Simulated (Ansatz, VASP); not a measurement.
## Al7Ga11N18 (random wurtzite alloy of AlN and GaN): VASP beside Ansatz

One calculation is typed for both programs; each brings its own data sets. How far apart do they land? The structure shown is the start of the Ansatz relaxation below; VASP solves that cell, so the two are compared at the walk's first step.

Method: plane waves, with VASP 6.6.1 beside it; single point at PBE, in Ansatz 0.2.0.

## (1) The structure

The cell holds 72 atoms: 22 Ga, 36 N and 14 Al. Its edges and angles: a = 9.477 Å, b = 9.477 Å, c = 10.212 Å, α = 90.0°, β = 90.0°, γ = 120.0°. It derives from AlN (wurtzite), repeated 3×3×2. Wurtzite AlN, 3 x 3 x 2 conventional cells, 22 of 36 Al sites given to Ga at random (x = 0.611), lattice by Vegard's rule (a = 3.159 A, c = 5.106 A); (so at first; earlier steps may have moved the atoms), displaced by a Gaussian of 0.02 A.

Structure file:

```xyz
72
Lattice="9.4773 0.0000 0.0000 -4.7386 8.2076 0.0000 0.0000 0.0000 10.2122" Properties=species:S:1:pos:R:3 pbc="T T T"
Ga    0.0066    0.0172    0.0108
Ga    0.0061    0.0131    5.0972
Ga    7.8772    2.7608    0.0045
Ga   -1.5978    4.5523    2.5378
Ga   -1.5839    2.7721    5.0701
Ga    6.2909    5.4579   10.1852
Ga    6.2744    5.4492    5.1323
Ga   -3.1328    7.3056    7.6498
Ga   -1.5673    8.1917    5.1270
Ga    1.5984    2.7545    5.1281
Ga    1.6195    4.5926    7.6782
Ga   -0.0345    5.4696   10.2006
Ga   -0.0135    7.2732    2.5538
Ga    0.0065    7.3181    7.6470
Ga    6.3374    0.0281    0.0183
Ga    6.3322    1.8256    2.5362
Ga    6.3116    0.0311    5.1329
Ga    6.3702    1.8103    7.6948
Ga    4.7265    2.7302    5.0738
Ga    3.1492    5.4703    0.0161
Ga    3.1569    7.2757    2.5471
Ga    3.1498    7.3019    7.6464
N    -0.0149    1.8474    0.6221
N     9.4392    0.0129    3.1597
N    -0.0258    1.8421    5.7284
N     0.0059    0.0387    8.2678
N    -1.6239    4.5330    0.6202
N     7.8807    2.7459    3.1789
N    -1.5838    4.5534    5.7358
N     7.8855    2.7493    8.2701
N    -3.1556    7.2850    0.6009
N     6.2977    5.4547    3.1646
N    -3.1547    7.2939    5.7466
N    -3.1600    5.5017    8.2483
N     3.1821    1.8281    0.6122
N    -1.5992    8.1979    3.1898
N     3.1765    1.8004    5.7050
N     3.1442    0.0002    8.2982
N     1.5788    4.5819    0.6322
N     1.5733    2.7645    3.2012
N     1.5988    4.6141    5.7208
N     1.5902    2.7553    8.2466
N    -0.0010    7.2951    0.6682
N    -0.0141    5.4705    3.1661
N    -0.0305    7.2902    5.7400
N     0.0200    5.4965    8.2695
N     6.3318    1.8480    0.5860
N     1.6039    8.1924    3.1902
N     6.2775    1.8534    5.7507
N     6.3192    0.0287    8.2794
N     4.7288    4.5610    0.6419
N     4.7518    2.7298    3.1583
N     4.7425    4.5813    5.7328
N     4.7290    2.7213    8.2923
N     3.1621    7.3550    0.6159
N     3.1779    5.4634    3.1692
N     3.1845    7.2891    5.6863
N     3.1405    5.4637    8.2779
Al   -0.0002    1.8234    2.5340
Al   -0.0129    1.8382    7.6311
Al   -1.6041    4.5317    7.6584
Al   -3.1782    7.2992    2.5918
Al    3.1908    0.0086    0.0056
Al    3.1575    1.8634    2.5346
Al    3.1682    1.8222    7.6493
Al    1.6152    2.7298   10.2061
Al    1.5902    4.5333    2.5438
Al   -0.0045    5.4627    5.1088
Al    4.7312    2.7334   10.1944
Al    4.7209    4.5428    2.5443
Al    4.7207    4.5542    7.6476
Al    3.1872    5.4246    5.1352
```

## (2) Ansatz: relaxation, PBE

Ansatz runs on its default PAW (the set named soft_2) files.

The two programs are compared at the cell with which this relaxation starts, whose forces are those of its first step.

Contents of input.yaml:

```yaml
crystal:
  lattice:
    - [9.4773, 0.0, 0.0]
    - [-4.73865, 8.20758, 0.0]
    - [0.0, 0.0, 10.2122]
  atoms:
    - { symbol: Ga, position: [0.00175, 0.0021, 0.00106] }
    - { symbol: "N", position: [0.11097, 0.22509, 0.06092] }
    - { symbol: Al, position: [0.11106, 0.22216, 0.24813] }
    - { symbol: "N", position: [0.99677, 0.00157, 0.3094] }
    - { symbol: Ga, position: [0.00144, 0.0016, 0.49913] }
    - { symbol: "N", position: [0.1095, 0.22444, 0.56094] }
    - { symbol: Al, position: [0.11062, 0.22396, 0.74725] }
    - { symbol: "N", position: [0.00298, 0.00471, 0.8096] }
    - { symbol: Ga, position: [0.99935, 0.33637, 0.00044] }
    - { symbol: "N", position: [0.1048, 0.55229, 0.06073] }
    - { symbol: Ga, position: [0.10873, 0.55464, 0.24851] }
    - { symbol: "N", position: [0.99881, 0.33456, 0.31128] }
    - { symbol: Ga, position: [0.00175, 0.33775, 0.49647] }
    - { symbol: "N", position: [0.11028, 0.55478, 0.56166] }
    - { symbol: Al, position: [0.10681, 0.55213, 0.74993] }
    - { symbol: "N", position: [0.99953, 0.33497, 0.80983] }
    - { symbol: Ga, position: [0.99628, 0.66498, 0.99736] }
    - { symbol: "N", position: [0.11083, 0.88759, 0.05884] }
    - { symbol: Al, position: [0.10931, 0.88932, 0.25379] }
    - { symbol: "N", position: [0.9968, 0.66459, 0.30988] }
    - { symbol: Ga, position: [0.99401, 0.66392, 0.50257] }
    - { symbol: "N", position: [0.11147, 0.88868, 0.56272] }
    - { symbol: Ga, position: [0.1145, 0.89011, 0.74908] }
    - { symbol: "N", position: [0.00173, 0.67032, 0.80769] }
    - { symbol: Al, position: [0.3372, 0.00105, 0.00055] }
    - { symbol: "N", position: [0.44713, 0.22273, 0.05995] }
    - { symbol: Al, position: [0.44668, 0.22704, 0.24819] }
    - { symbol: "N", position: [0.33067, 0.99882, 0.31235] }
    - { symbol: Ga, position: [0.33366, 0.99806, 0.50205] }
    - { symbol: "N", position: [0.44485, 0.21936, 0.55865] }
    - { symbol: Al, position: [0.4453, 0.22201, 0.74904] }
    - { symbol: "N", position: [0.33177, 2.0e-05, 0.81258] }
    - { symbol: Al, position: [0.33672, 0.33259, 0.9994] }
    - { symbol: "N", position: [0.44571, 0.55825, 0.06191] }
    - { symbol: Al, position: [0.44396, 0.55233, 0.24909] }
    - { symbol: "N", position: [0.33442, 0.33682, 0.31347] }
    - { symbol: Ga, position: [0.33646, 0.3356, 0.50215] }
    - { symbol: "N", position: [0.44978, 0.56217, 0.56019] }
    - { symbol: Ga, position: [0.45066, 0.55956, 0.75187] }
    - { symbol: "N", position: [0.33564, 0.3357, 0.80752] }
    - { symbol: Ga, position: [0.32956, 0.66641, 0.99886] }
    - { symbol: "N", position: [0.4443, 0.88882, 0.06543] }
    - { symbol: Ga, position: [0.44166, 0.88616, 0.25007] }
    - { symbol: "N", position: [0.33177, 0.66652, 0.31003] }
    - { symbol: Al, position: [0.33231, 0.66557, 0.50026] }
    - { symbol: "N", position: [0.4409, 0.88823, 0.56207] }
    - { symbol: Ga, position: [0.4465, 0.89163, 0.74881] }
    - { symbol: "N", position: [0.33695, 0.66969, 0.80977] }
    - { symbol: Ga, position: [0.6704, 0.00342, 0.00179] }
    - { symbol: "N", position: [0.78068, 0.22516, 0.05738] }
    - { symbol: Ga, position: [0.77936, 0.22243, 0.24835] }
    - { symbol: "N", position: [0.66831, 0.99815, 0.31239] }
    - { symbol: Ga, position: [0.66786, 0.00379, 0.50262] }
    - { symbol: "N", position: [0.77528, 0.22582, 0.56312] }
    - { symbol: Ga, position: [0.78243, 0.22056, 0.75349] }
    - { symbol: "N", position: [0.66852, 0.0035, 0.81074] }
    - { symbol: Al, position: [0.66573, 0.33303, 0.99826] }
    - { symbol: "N", position: [0.77682, 0.55571, 0.06286] }
    - { symbol: Al, position: [0.77487, 0.55349, 0.24914] }
    - { symbol: "N", position: [0.66769, 0.3326, 0.30927] }
    - { symbol: Ga, position: [0.66504, 0.33264, 0.49684] }
    - { symbol: "N", position: [0.7795, 0.55818, 0.56137] }
    - { symbol: Al, position: [0.77555, 0.55488, 0.74887] }
    - { symbol: "N", position: [0.66476, 0.33156, 0.812] }
    - { symbol: Ga, position: [0.66553, 0.66649, 0.00158] }
    - { symbol: "N", position: [0.78171, 0.89612, 0.06031] }
    - { symbol: Ga, position: [0.77633, 0.88646, 0.24942] }
    - { symbol: "N", position: [0.66814, 0.66565, 0.31033] }
    - { symbol: Al, position: [0.66676, 0.66092, 0.50285] }
    - { symbol: "N", position: [0.78006, 0.88809, 0.55681] }
    - { symbol: Ga, position: [0.77718, 0.88965, 0.74875] }
    - { symbol: "N", position: [0.66422, 0.66569, 0.81059] }
kpoints:
  mp_grid: { grid: [1, 1, 1] }
hamiltonian:
  xc: pbe
scf:
  occupations: { method: fixed }
output:
  forces: true
relax:
  f_tol: 0.05
  max_steps: 150
  cell: {}
```

Started as:

```bash
> ansatz run input.yaml --threads 4 --pin off --max-ram 8192MiB --backend cpu --events-out ev --progress --plain --runs-dir out
```

Numbers of over 12 decimals in the logs are rounded to 6 here.

Output:

```text
Engine: ansatz 0.2.0, aarch64-unknown-linux-gnu
Pseudopotentials: kind: paw
Pseudopotential: Ga, paw, valence charge 13, recommended cutoff 420 eV (normal), Ga.paw.azcp
Pseudopotential: N, paw, valence charge 5, recommended cutoff 420 eV (normal), N.paw.azcp
Pseudopotential: Al, paw, valence charge 3, recommended cutoff 420 eV (normal), Al.paw.azcp
Functional definition: PBE
  parameter kappa = 0.804
  parameter beta = 0.066725
  exchange = pbe_x(kappa = kappa, mu = beta*pi^2/3)
  correlation = pbe_c(beta = beta)
Crystal: 72 atoms, lattice volume = 794.363 Å³
Basis set: ecut = 420 eV, 15467 PW (Γ), exchange–correlation on 128×128×144 points (8 copies of the dense FFT grid, shifted against one another)
Bands: 326, of which v1, the nominal top of the filled ones, is band 254 counted from 1 (253 counted from 0)
Symmetry: 1 space group operations
Space group: P1 (ITA 1), of the structure as read, at distance tolerance 9.3e-5 Å
k-points: 1
Non-local potential: Ga, projectors of the file, l = 0: 2, l = 1: 2, l = 2: 3, l = 3: 1
Non-local potential: N, projectors of the file, l = 0: 2, l = 1: 2, l = 2: 1
Non-local potential: Al, projectors of the file, l = 0: 2, l = 1: 2, l = 2: 1
PAW form: soft (Blöchl's): semilocal exchange-correlation on the pseudo side does not see the compensation charge
PAW one-centre angular grid: Ga, 590 points (default); XC on 64 Gauss nodes
PAW one-centre angular grid: N, 110 points (default); XC on 64 Gauss nodes
PAW one-centre angular grid: Al, 110 points (default); XC on 64 Gauss nodes
Initial density: superposition of atomic densities (neutral atoms: chi_scale 0, normalization atom), corrected by the library's trained network
Initial wavefunctions: pseudopotential atomic-orbital guess
Functional: x = pbe(κ = 0.804, μ = 0.219515), c = pbe(β = 0.066725)
SCF iter   1: F=—  HF=-104626.784438 eV  |F-HF|=—  |Δ(HF+E_count)|=         —  Δρ=5.01e-3  dr2=2.01e-1  ethr=1.77e-3  ⟨swp⟩=4.0  Hψ=1083  notcnv=0  defer=69
preconditioner: auto → Resta (q_TF=auto, 2.532 Å⁻¹)  ε∞=4.5  [insulator: Δε(μ)=2.696 eV  Ē_g=15.896 eV  n_scr=212 (ndim 8)  ℏωp=29.7 eV  f_vac=0.000  ε∞_Penn≈4.5]
SCF iter   2: F=—  HF=-104626.741566 eV  |F-HF|=—  |Δ(HF+E_count)|=   4.29e-2  Δρ=2.06e-3  dr2=2.27e-2  ethr=3.96e-5  ⟨swp⟩=2.0  Hψ=441  notcnv=0  defer=70
SCF iter   3: F=—  HF=-104626.742644 eV  |F-HF|=—  |Δ(HF+E_count)|=   1.08e-3  Δρ=9.31e-4  dr2=5.77e-3  ethr=4.47e-6  ⟨swp⟩=3.0  Hψ=481  notcnv=0  defer=70
SCF iter   4: F=—  HF=-104626.744041 eV  |F-HF|=—  |Δ(HF+E_count)|=   1.40e-3  Δρ=2.65e-4  dr2=4.95e-4  ethr=1.14e-6  ⟨swp⟩=2.0  Hψ=480  notcnv=0  defer=70
SCF iter   5: F=—  HF=-104626.743866 eV  |F-HF|=—  |Δ(HF+E_count)|=   1.75e-4  Δρ=1.14e-4  dr2=7.49e-5  ethr=9.75e-8  ⟨swp⟩=2.0  Hψ=514  notcnv=0  defer=69
SCF iter   6: F=—  HF=-104626.742834 eV  |F-HF|=—  |Δ(HF+E_count)|=   1.03e-3  Δρ=3.19e-5  dr2=8.19e-6  ethr=1.48e-8  ⟨swp⟩=2.0  Hψ=580  notcnv=0  defer=68
SCF iter   7: F=—  HF=-104626.742836 eV  |F-HF|=—  |Δ(HF+E_count)|=   1.19e-6  Δρ=1.26e-5  dr2=1.17e-6  ethr=1.61e-9  ⟨swp⟩=2.0  Hψ=514  notcnv=0  defer=68
SCF iter   8: F=-104626.742836 eV  HF=-104626.742836 eV  |F-HF|=1.98e-8  |Δ(HF+E_count)|=   3.50e-7  Δρ=3.13e-6  dr2=8.00e-8  ethr=1.97e-11  ⟨swp⟩=3.0  Hψ=1060  notcnv=0
SCF 1 converged in 8 iterations: F = -104626.742836 eV  dr2 = 8.00e-8
  greatest PAW one-centre occupation: 0.995 electrons in one spin orbital (limit 2), on the Ga atom at site 38 (counted from 0), in its partial waves of l = 2
relax step   1: F+E_penalty+E_count = -104626.74283593 eV  Δ(F+E_penalty+E_count) = +0.000e0 eV  max|allowed force component| = 1.758e0 eV/Å  Δτ_max = 0.0000 Å  P = +5.704 GPa  Ω = 794.363 Å³  (8 SCF iters, dr2 threshold 1.00e-7 eV, accepted)
Crystal: 72 atoms, lattice volume = 807.188 Å³
Basis set: ecut = 420 eV, 15757 PW (Γ), exchange–correlation on 128×128×144 points (8 copies of the dense FFT grid, shifted against one another)
Initial density: handed on by an earlier stage of this run
Initial wavefunctions: those handed on with the density
iter 1 solved again at ethr=8.39e-5 eV; its pass at ethr=3.10e-3 eV (dr2=4.26e-1 eV) is discarded
SCF iter   1: F=—  HF=-104628.455453 eV  |F-HF|=—  |Δ(HF+E_count)|=         —  Δρ=7.92e-3  dr2=4.31e-1  ethr=8.39e-5  ⟨swp⟩=2.0  Hψ=1056  notcnv=0  defer=70
preconditioner: auto → Resta (q_TF=auto, 2.526 Å⁻¹)  ε∞=4.5  [insulator: Δε(μ)=2.550 eV  Ē_g=15.754 eV  n_scr=212 (ndim 8)  ℏωp=29.5 eV  f_vac=0.001  ε∞_Penn≈4.5]
SCF iter   2: F=—  HF=-104628.351433 eV  |F-HF|=—  |Δ(HF+E_count)|=   1.04e-1  Δρ=3.43e-3  dr2=7.27e-2  ethr=8.39e-5  ⟨swp⟩=3.0  Hψ=369  notcnv=0  defer=70
SCF iter   3: F=—  HF=-104628.336656 eV  |F-HF|=—  |Δ(HF+E_count)|=   1.48e-2  Δρ=1.02e-3  dr2=7.65e-3  ethr=1.43e-5  ⟨swp⟩=3.0  Hψ=369  notcnv=0  defer=70
[...]
atom  32  N      0.00044631     0.00013768    -0.00038911
  atom  33  Al    -0.00067373     0.00099345    -0.00019419
  atom  34  N      0.00042810    -0.00039937     0.00061939
  atom  35  Al    -0.00044144     0.00128443    -0.00050893
  atom  36  N      0.00008130     0.00048550     0.00012380
  atom  37  Ga     0.00058390    -0.00105256     0.00054957
  atom  38  N     -0.00009730     0.00000645     0.00070558
  atom  39  Ga    -0.00008599    -0.00055034    -0.00050391
  atom  40  N      0.00053169    -0.00022189    -0.00065447
  atom  41  Ga    -0.00025726    -0.00017744    -0.00049247
  atom  42  N     -0.00042808     0.00013870     0.00022646
  atom  43  Ga     0.00073247    -0.00035664    -0.00029528
  atom  44  N     -0.00009659    -0.00031392     0.00030746
  atom  45  Al    -0.00079697     0.00007009    -0.00036358
  atom  46  N     -0.00009301    -0.00005859     0.00011653
  atom  47  Ga    -0.00043545     0.00035241     0.00009962
  atom  48  N      0.00050295     0.00049430     0.00042784
  atom  49  Ga     0.00043202    -0.00025313    -0.00020338
  atom  50  N     -0.00054827     0.00017842     0.00007430
  atom  51  Ga     0.00035226    -0.00069985    -0.00033277
  atom  52  N      0.00008228     0.00010506     0.00054240
  atom  53  Ga    -0.00021543     0.00131596    -0.00033016
  atom  54  N     -0.00060377     0.00005951     0.00039955
  atom  55  Ga    -0.00087606    -0.00121846    -0.00058899
[...]
atom  65  Ga     0.00025958    -0.00047486    -0.00071358
  atom  66  N      0.00029343     0.00025242     0.00053988
  atom  67  Ga    -0.00102760    -0.00000811    -0.00071808
  atom  68  N     -0.00014680    -0.00068092     0.00029189
  atom  69  Al     0.00070376     0.00009038     0.00003189
  atom  70  N      0.00033991    -0.00023274     0.00020095
  atom  71  Ga    -0.00030169     0.00005987    -0.00039482
  atom  72  N      0.00046354     0.00019774     0.00065506
  max |Σ_I F_I| component: 1.47e-4 eV/Å
--- Stress (GPa, compression-positive) ---
        0.001355       0.000836      -0.000318
        0.000837       0.001852      -0.000224
       -0.000316      -0.000240      -0.002379
  P = ⅓ Tr σ = 0.0003 GPa (0.003 kbar)
--- Relaxed structure (5 steps of the walk, 5 accepted, 2 SCFs on fresh bases) ---
  F+E_penalty+E_count = -104628.85893692 eV   max|allowed force component| = 1.363e-3 eV/Å   (the final SCF, on the basis selected at the relaxed cell)
  cell:  # Å, volume = 815.3894 Å³
    - [9.571971, -0.000280891, -0.000669241]
    - [-4.786229, 8.289701, 5.835988255206871e-5]
    - [-0.000721136, -0.000343735, 10.276192]
  atoms:
    - { symbol: Ga, position: [0.0026009, 0.00198748, 0.000803962] }
    - { symbol: N, position: [0.117031, 0.226089, 0.063700] }
    - { symbol: Al, position: [0.113483, 0.223168, 0.249413] }
    - { symbol: N, position: [1.006508, 0.00401829, 0.306103] }
    - { symbol: Ga, position: [0.00102794, 0.00153267, 0.498537] }
    - { symbol: N, position: [0.112562, 0.223024, 0.566421] }
    - { symbol: Al, position: [0.113635, 0.224323, 0.752138] }
    - { symbol: N, position: [0.0027599, 0.00615164, 0.809392] }
    - { symbol: Ga, position: [1.001459, 0.333956, -0.00155879] }
    - { symbol: N, position: [0.111238, 0.556161, 0.060851] }
    - { symbol: Ga, position: [0.111838, 0.556455, 0.250938] }
    - { symbol: N, position: [1.002974, 0.330533, 0.309088] }
    - { symbol: Ga, position: [0.00211245, 0.334770, 0.500810] }
    - { symbol: N, position: [0.116673, 0.559357, 0.562795] }
    - { symbol: Al, position: [0.110763, 0.555748, 0.749392] }
    - { symbol: N, position: [1.006275, 0.337110, 0.806166] }
    - { symbol: Ga, position: [0.998940, 0.666748, 0.999837] }
    - { symbol: N, position: [0.116488, 0.891401, 0.063136] }
    - { symbol: Al, position: [0.111556, 0.890166, 0.249556] }
    - { symbol: N, position: [0.996845, 0.670037, 0.307112] }
    - { symbol: Ga, position: [0.999001, 0.666539, 0.499981] }
    - { symbol: N, position: [0.111760, 0.889768, 0.560471] }
    - { symbol: Ga, position: [0.112265, 0.889951, 0.751121] }
    - { symbol: N, position: [-0.00317462, 0.661178, 0.806762] }
    - { symbol: Al, position: [0.333968, 0.00273836, 0.00207375] }
    - { symbol: N, position: [0.444759, 0.223179, 0.059791] }
    - { symbol: Al, position: [0.443839, 0.223785, 0.247461] }
    - { symbol: N, position: [0.331223, 1.004709, 0.306048] }
    - { symbol: Ga, position: [0.334216, 1.002123, 0.498679] }
    - { symbol: N, position: [0.444125, 0.222928, 0.568548] }
    - { symbol: Al, position: [0.444302, 0.223983, 0.755266] }
    - { symbol: N, position: [0.336229, 0.00621331, 0.815884] }
    - { symbol: Al, position: [0.334302, 0.333438, 1.002613] }
    - { symbol: N, position: [0.441697, 0.550598, 0.065273] }
    - { symbol: Al, position: [0.444676, 0.554569, 0.252366] }
    - { symbol: N, position: [0.333598, 0.332927, 0.305311] }
    - { symbol: Ga, position: [0.334194, 0.334067, 0.499041] }
    - { symbol: N, position: [0.447173, 0.560844, 0.556095] }
    - { symbol: Ga, position: [0.443419, 0.553459, 0.748833] }
    - { symbol: N, position: [0.330887, 0.329288, 0.814883] }
    - { symbol: Ga, position: [0.333925, 0.666336, 0.999634] }
    - { symbol: N, position: [0.441274, 0.891491, 0.058313] }
    - { symbol: Ga, position: [0.442645, 0.888399, 0.249553] }
    - { symbol: N, position: [0.336370, 0.664297, 0.314381] }
    - { symbol: Al, position: [0.333530, 0.666600, 0.500570] }
    - { symbol: N, position: [0.440890, 0.884320, 0.557839] }
    - { symbol: Ga, position: [0.442394, 0.889693, 0.749554] }
    - { symbol: N, position: [0.328267, 0.664085, 0.808254] }
    - { symbol: Ga, position: [0.665835, 0.000830329, -0.000825598] }
[...]
- { symbol: Ga, position: [0.778033, 0.224591, 0.248244] }
[...]
- { symbol: Ga, position: [0.665799, -0.000597924, 0.499402] }
[...]
- { symbol: Ga, position: [0.778275, 0.225906, 0.750827] }
[...]
- { symbol: Al, position: [0.664641, 0.334388, 1.000907] }
    - { symbol: N, position: [0.775141, 0.550414, 0.064847] }
    - { symbol: Al, position: [0.776379, 0.555835, 0.250782] }
    - { symbol: N, position: [0.662677, 0.336147, 0.307062] }
    - { symbol: Ga, position: [0.664978, 0.335106, 0.499854] }
    - { symbol: N, position: [0.774661, 0.558559, 0.564308] }
    - { symbol: Al, position: [0.776947, 0.554538, 0.750799] }
    - { symbol: N, position: [0.663857, 0.337649, 0.813715] }
    - { symbol: Ga, position: [0.665204, 0.664042, 0.000836152] }
    - { symbol: N, position: [0.777776, 0.888710, 0.060143] }
    - { symbol: Ga, position: [0.778487, 0.887316, 0.250822] }
    - { symbol: N, position: [0.663803, 0.660682, 0.312486] }
    - { symbol: Al, position: [0.666039, 0.665643, 0.499514] }
    - { symbol: N, position: [0.775711, 0.883610, 0.556320] }
    - { symbol: Ga, position: [0.778864, 0.888627, 0.748194] }
    - { symbol: N, position: [0.668881, 0.664035, 0.809305] }
```

[end of part 1 of 2]

[Lines on the potential files, build, host, timing and source positions are cut from VASP's logs without a mark.]

[Logs are printed without paths, hosts, clocks, repeated set-up lines and the standing remarks that a program may print on its own settings, such as how far it seeks lower states.]

[Hosts, paths, dates, database ids (printed as entryN), source tags and the programs' standing remarks are cut or masked in the printed files.]
